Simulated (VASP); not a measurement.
# FSnCl in VASP: further runs

Aim: see how the results for FSnCl move with the level of theory and the settings. Levels: BLYP, HSE06+D3(BJ). Tasks: single point.

Everything below comes from runs of VASP 6.6.1. Logs are shortened: lines on timing, memory, paths and dates and some standing lists are left out, and cuts for length are marked.

### 1 The structure

The cell holds a molecule in a box, 3 atoms: a = 12.000 Å, b = 12.000 Å, c = 11.000 Å, α = 90.00°, β = 90.00°, γ = 90.00°.

### 2 Single point, BLYP

File INCAR:

```
SYSTEM = SnClF
AGGAC = 1.0 ; AGGAX = 1.0
ALDAC = 0.0 ; ALDAX = 1.0
ALGO = Normal ; EDIFF = 1E-6
ENCUT = 520 ; GGA = B5
ISIF = 2 ; ISMEAR = 0
LASPH = .True. ; LCHARG = .True.
LELF = .True. ; LREAL = .False.
LVACPOTAV = .True. ; LVHAR = .True.
LWAVE = .False. ; NBANDS = 21
NELM = 60 ; PREC = Accurate
SIGMA = 0.01
```

File KPOINTS:

```
k-points
0
Gamma
  1 1 1
  0 0 0
```

File POSCAR:

```
SnClF
1.0
   12.0000000000      0.0000000000      0.0000000000
    0.0000000000     12.0000000000      0.0000000000
    0.0000000000      0.0000000000     11.0000000000
F Sn Cl
1 1 1
Cartesian
    4.7110500000      6.3880500000      4.8915499600
    6.2649500400      7.0630500000      5.8266499500
    7.3149500400      4.9789500000      6.1764499500
```

Potentials or basis: VASP PAW PBE potentials, release 64 (F, Sn_d, Cl).

Launch:

```console
cat potpaw_PBE.64/F/POTCAR potpaw_PBE.64/Sn_d/POTCAR potpaw_PBE.64/Cl/POTCAR > POTCAR
mpirun -np 1 vasp_gam > vasp.out
```

OUTCAR:

```text
SYSTEM = SnClF
   EDIFF = 1E-6
   ENCUT = 520
   GGA = B5
   ISIF = 2
   ISMEAR = 0
   LASPH = .True.
   LREAL = .False.
   NELM = 60
   PREC = Accurate

 ion  position               nearest neighbor table
   1  0.393  0.532  0.445-   2 1.94
   2  0.522  0.589  0.530-   1 1.94   3 2.36
   3  0.610  0.415  0.561-   2 2.36

  LATTYP: Found a simple tetragonal cell.
 ALAT       =    12.0000000000
 C/A-ratio  =     0.9166666667

  Lattice vectors:

 A1 = (  12.0000000000,   0.0000000000,   0.0000000000)
 A2 = (   0.0000000000,  12.0000000000,   0.0000000000)
 A3 = (   0.0000000000,   0.0000000000,  11.0000000000)

Analysis of symmetry for initial positions (statically):
=====================================================================
 Subroutine PRICEL returns:
 Original cell was already a primitive cell.

 Routine SETGRP: Setting up the symmetry group for a
 simple tetragonal supercell.

 Subroutine GETGRP returns: Found  1 space group operations
 (whereof  1 operations were pure point group operations)
 out of a pool of 16 trial point group operations.

The static configuration has the point symmetry C_1 .

Analysis of symmetry for dynamics (positions and initial velocities):
=====================================================================
 Subroutine PRICEL returns:
 Original cell was already a primitive cell.

 Routine SETGRP: Setting up the symmetry group for a
 simple tetragonal supercell.

 Subroutine GETGRP returns: Found  1 space group operations
 (whereof  1 operations were pure point group operations)
 out of a pool of 16 trial point group operations.

The dynamic configuration has the point symmetry C_1 .

 Subroutine INISYM returns: Found  1 space group operations
 (whereof  1 operations are pure point group operations),
 and found     1 'primitive' translations

----------------------------------------------------------------------------------------

                                     Primitive cell

  volume of cell :    1584.0000

  direct lattice vectors                    reciprocal lattice vectors
    12.000000000  0.000000000  0.000000000     0.083333333  0.000000000  0.000000000
     0.000000000 12.000000000  0.000000000     0.000000000  0.083333333  0.000000000
     0.000000000  0.000000000 11.000000000     0.000000000  0.000000000  0.090909091

  length of vectors
[... 58 lines left out ...]
   ENCUT  =  520.0 eV  38.22 Ry    6.18 a.u.  22.31 22.31 20.45*2*pi/ulx,y,z
   NELM   =     60;   NELMIN=  2; NELMDL= -5     # of ELM steps
   EDIFF  = 0.1E-05   stopping-criterion for ELM
   LREAL  =      F    real-space projection
   EDIFFG = 0.1E-04   stopping-criterion for IOM
   NSW    =      0    number of steps for IOM
   IBRION =     -1    ionic relax: 0-MD 1-quasi-New 2-CG
   NFREE  =      0    steps in history (QN), initial steepest desc. (CG)
   ISIF   =      2    stress and relaxation
   ISYM   =      2    0-nonsym 1-usesym 2-fastsym
   POTIM  = 0.5000    time-step for ionic-motion
   TEBEG  =    0.0;   TEEND  =   0.0 temperature during run
   PSTRESS=    0.0 pullay stress
   NELECT =      28.0000    total number of electrons
   NUPDOWN=      -1.0000    fix difference up-down
   EMIN   =  10.00;   EMAX   =-10.00  energy-range for DOS
   EFERMI =   0.00;   METHOD = LEGACY
   ISMEAR =     0;   SIGMA  =   0.01  broadening in eV -4-tet -1-fermi 0-gaus
   EFERMI_NEDOS =   21; number of points for ismear=-14 and -15
   IALGO  =     38    algorithm
   IMIX   =      4    mixing-type and parameters
     AMIX     =   0.40;   BMIX     =  1.00
     AMIX_MAG =   1.60;   BMIX_MAG =  1.00
  volume/ion in A,a.u.               =     528.00      3563.12
  Fermi-wavevector in a.u.,A,eV,Ry     =   0.426458  0.805888  2.474437  0.181866
  Thomas-Fermi vector in A             =   1.392489
   LORBIT       =      0    0 simple, 1 ext, 2 COOP (PROOUT), +10 PAW based schemes
   GGA     = B5    functional components
   LHFCALC =     F    Hartree Fock is set to
   AEXX    =    0.0000 exact exchange contribution
   IVDW    =     0    specifies the selected vdW correction
   LEPSILON=     F    determine dielectric tensor
   LRPA    =     F    only Hartree local field effects (RPA)
 non-spin polarized calculation
 Gauss-broadening in eV      SIGMA  =   0.01
  energy-cutoff  :      520.00
  volume of cell :     1584.00
 maximum number of plane-waves:     21371
 NGX is ok and might be reduce to    90
   NGX = 45   NGY = 45   NGZ = 41

 number of electron      28.0000010 magnetization

 Free energy of the ion-electron system (eV)
  ---------------------------------------------------
  ext. energy  EPLUGINS =         0.00000000
  ---------------------------------------------------
  free energy    TOTEN  =       -10.83853534 eV

  energy without entropy =      -10.83853534  energy(sigma->0) =      -10.83853534

 E-fermi :  -6.6628     XC(G=0):  -0.7776

 val. band max:       -6.7199641971   @ k =   0.0000   0.0000   0.0000
 cond. band min:      -3.2536320697   @ k =   0.0000   0.0000   0.0000
 fundamental gap:      3.4663321274
 Fermi energy:        -6.6627797088

 k-point     1 :       0.0000    0.0000    0.0000
  band No.  band energies     occupation
      1     -28.0791      2.00000
      2     -26.3024      2.00000
      3     -26.2315      2.00000
      4     -26.1752      2.00000
      5     -26.0007      2.00000
      6     -25.4547      2.00000
[... 13 lines left out ...]
     20       1.0977      0.00000
     21       1.1815      0.00000

------------------------ aborting loop because EDIFF is reached ----------------------------------------

  FORCE on cell =-STRESS in cart. coord.  units (eV):
  Direction    XX          YY          ZZ          XY          YZ          ZX
  --------------------------------------------------------------------------------------
  -------------------------------------------------------------------------------------
  Total        1.6899221      1.3986674      0.4715901     -0.0374800      0.1503547      0.9883592
  in kB        1.7093149      1.4147180      0.4770019     -0.0379101      0.1520801      0.9997012
  external PRESSURE =       1.2003449 kB  Pullay stress =       0.0000000 kB

 VOLUME and BASIS-vectors are now :
 -----------------------------------------------------------------------------
  energy-cutoff  :      520.00
  volume of cell :     1584.00
      direct lattice vectors                 reciprocal lattice vectors
    12.000000000  0.000000000  0.000000000     0.083333333  0.000000000  0.000000000
     0.000000000 12.000000000  0.000000000     0.000000000  0.083333333  0.000000000
     0.000000000  0.000000000 11.000000000     0.000000000  0.000000000  0.090909091

 POSITION                                       TOTAL-FORCE (eV/Angst)
 -----------------------------------------------------------------------------------
      4.71105      6.38805      4.89155        -0.934495     -0.384395     -0.563323
      6.26495      7.06305      5.82665         0.613686      0.993129      0.452323
      7.31495      4.97895      6.17645         0.320809     -0.608734      0.111000
 -----------------------------------------------------------------------------------
    total drift:                               -0.001524     -0.000586     -0.000337

  FREE ENERGIE OF THE ION-ELECTRON SYSTEM (eV)
  ---------------------------------------------------
  free  energy   TOTEN  =       -10.8385353401 eV

  energy  without entropy=      -10.8385353401  energy(sigma->0) =      -10.83853534
```

stdout:

```text
POSCAR found type information on POSCAR F SnCl
 POSCAR found :  3 types and       3 ions
 scaLAPACK will be used
 -----------------------------------------------------------------------------
|                                                                             |
|                                                                             |
|     You enforced a specific xc type in the INCAR file but a different       |
|     I HOPE YOU KNOW WHAT YOU ARE DOING!                                     |
|                                                                             |
 -----------------------------------------------------------------------------

 LDA part: xc-table for (Slater(with rela. corr.)+VWN5), standard interpolation
 POSCAR, INCAR and KPOINTS ok, starting setup
 FFT: planning ... GRIDC
 FFT: planning ... GRID_SOFT
 FFT: planning ... GRID
 WAVECAR not read
 entering main loop
```

It took 4.5 min on 1 thread of Intel Xeon Platinum 8559C (Emerald Rapids), shared host; peak memory 1.1 GiB.

What came out:

| Quantity | Value |
| --- | --- |
| Free energy | -10.8385 eV |
| Largest force | 1.252 eV/Å |
| Gap between the frontier levels | 3.47 eV |

Forces on the atoms (eV/Å):
```
F   -0.934 -0.384 -0.563
Sn   0.614  0.993  0.452
Cl   0.321 -0.609  0.111
```

Caveat: the PAW data sets were made with another functional, which shifts forces and pressure a little; spin-orbit coupling is left out, which moves the levels of the heavy elements. BLYP gaps usually lie below the measured ones, often by a third to a half.

### 3 Single point, HSE06+D3(BJ)

File POSCAR:

```
SnClF
1.0
   12.0000000000      0.0000000000      0.0000000000
    0.0000000000     12.0000000000      0.0000000000
    0.0000000000      0.0000000000     11.0000000000
F Sn Cl
1 1 1
Direct
    0.3925875000      0.5323375000      0.4446863600
    0.5220791700      0.5885875000      0.5296954500
    0.6095791700      0.4149125000      0.5614954500
```

File INCAR.step1:

```
PREC = Accurate
ENCUT = 520
EDIFF = 1E-5
ISMEAR = 0
SIGMA = 0.01
LREAL = F
LASPH = T
NELM = 100
ALGO = Normal
ISIF = 2
LWAVE = T
LCHARG = F
GGA = PE
```

File INCAR.step2:

```
PREC = Accurate
ENCUT = 520
EDIFF = 1E-6
ISMEAR = 0
SIGMA = 0.01
LREAL = F
LASPH = T
NELM = 100
ALGO = Normal
ISIF = 2
LWAVE = F
LCHARG = F
GGA = PE
LHFCALC = T
HFSCREEN = 0.2
PRECFOCK = Fast
IVDW = 12
VDW_S6 = 1.0
VDW_S8 = 2.31
VDW_A1 = 0.383
VDW_A2 = 5.685
ISTART = 1
```

File KPOINTS:

```
Automatic mesh
0
Gamma
  1 1 1
```

Potentials or basis: VASP PAW PBE potentials, release 64 (F, Sn_d, Cl).

Launch:

```console
cat potpaw_PBE.64/F/POTCAR potpaw_PBE.64/Sn_d/POTCAR potpaw_PBE.64/Cl/POTCAR > POTCAR
cp INCAR.step1 INCAR
mpirun -np 1 vasp_gam > vasp.out
cp INCAR.step2 INCAR
mpirun -np 1 vasp_gam > vasp.out
```

OUTCAR:

```text
PREC = Accurate
   ENCUT = 520
   EDIFF = 1E-6
   ISMEAR = 0
   LREAL = F
   LASPH = T
   NELM = 100
   ISIF = 2
   GGA = PE
   LHFCALC = T
   HFSCREEN = 0.2
   PRECFOCK = Fast
   IVDW = 12
   ISTART = 1
 IVDW          = 12

 ion  position               nearest neighbor table
   1  0.393  0.532  0.445-   2 1.94
   2  0.522  0.589  0.530-   1 1.94   3 2.36
   3  0.610  0.415  0.561-   2 2.36

[... 201 lines left out ...]

 Edisp (eV)   -0.05135

 E8    (eV) :    -0.0326

  FORCE on cell =-STRESS in cart. coord.  units (eV):
  Direction    XX          YY          ZZ          XY          YZ          ZX
  --------------------------------------------------------------------------------------
  -------------------------------------------------------------------------------------
  Total       0.20896     0.04986     0.03771     0.10144     0.07455     0.16441
  in kB       0.21136     0.05043     0.03814     0.10260     0.07540     0.16630
  external pressure =        0.10 kB  Pullay stress =        0.00 kB

 VOLUME and BASIS-vectors are now :
 -----------------------------------------------------------------------------
  energy-cutoff  :      520.00
  volume of cell :     1584.00
      direct lattice vectors                 reciprocal lattice vectors
    12.000000000  0.000000000  0.000000000     0.083333333  0.000000000  0.000000000
     0.000000000 12.000000000  0.000000000     0.000000000  0.083333333  0.000000000
     0.000000000  0.000000000 11.000000000     0.000000000  0.000000000  0.090909091

 POSITION                                       TOTAL-FORCE (eV/Angst)
 -----------------------------------------------------------------------------------
      4.71105      6.38805      4.89155        -0.168460     -0.091806     -0.104035
      6.26495      7.06305      5.82665         0.163809      0.135735      0.106831
      7.31495      4.97895      6.17645         0.004651     -0.043930     -0.002796
 -----------------------------------------------------------------------------------
    total drift:                                0.003313      0.001374      0.006654

  FREE ENERGIE OF THE ION-ELECTRON SYSTEM (eV)
  ---------------------------------------------------
  free  energy   TOTEN  =       -14.3745485827 eV

  energy  without entropy=      -14.3745485827  energy(sigma->0) =      -14.37454858
```

OSZICAR.step1:

```text
N       E                     dE             d eps       ncg     rms          rms(c)
DAV:   1     0.267556010342E+03    0.26756E+03   -0.86817E+03    44   0.931E+02
DAV:   2     0.890292137671E+02   -0.17853E+03   -0.17527E+03    46   0.222E+02
DAV:   3    -0.334699821130E+01   -0.92376E+02   -0.91394E+02    56   0.120E+02
[... 13 lines left out ...]
DAV:  17    -0.113207190149E+02   -0.22797E-03   -0.11358E-05    36   0.245E-02    0.398E-03
DAV:  18    -0.113209159328E+02   -0.19692E-03   -0.15618E-05    36   0.222E-02    0.254E-03
DAV:  19    -0.113209669632E+02   -0.51030E-04   -0.32967E-06    36   0.136E-02    0.149E-03
DAV:  20    -0.113210009872E+02   -0.34024E-04   -0.16175E-06    36   0.592E-03    0.757E-04
DAV:  21    -0.113210093477E+02   -0.83605E-05   -0.42389E-07    36   0.373E-03
   1 F= -.11321009E+02 E0= -.11321009E+02  d E =-.327091E-17
```

Wall time 7.5 min (1 thread of Intel Xeon Platinum 8559C (Emerald Rapids), shared host); peak memory 1.3 GiB.

What came out:

```yaml
Free_energy: -14.3745 eV
Largest_force: 0.238 eV/Å
Gap_between_the_frontier_levels: 4.59 eV
Dispersion_energy_per_atom: -0.017 eV
```

Forces in eV/Å, atoms in the order of the input:
```
F   -0.168 -0.092 -0.104
Sn   0.164  0.136  0.107
Cl   0.005 -0.044 -0.003
```

Levels at points of the mesh, in eV from the valence-band top:
```tsv
k point	band 12	band 13	band 14	band 15	band 16	band 17
(0.00, 0.00, 0.00)	-0.94	-0.79	0.00	4.59	6.70	7.06
```

Caveat: the PAW data sets were made with another functional, which shifts forces and pressure a little; spin-orbit coupling is left out, which moves the levels of the heavy elements.
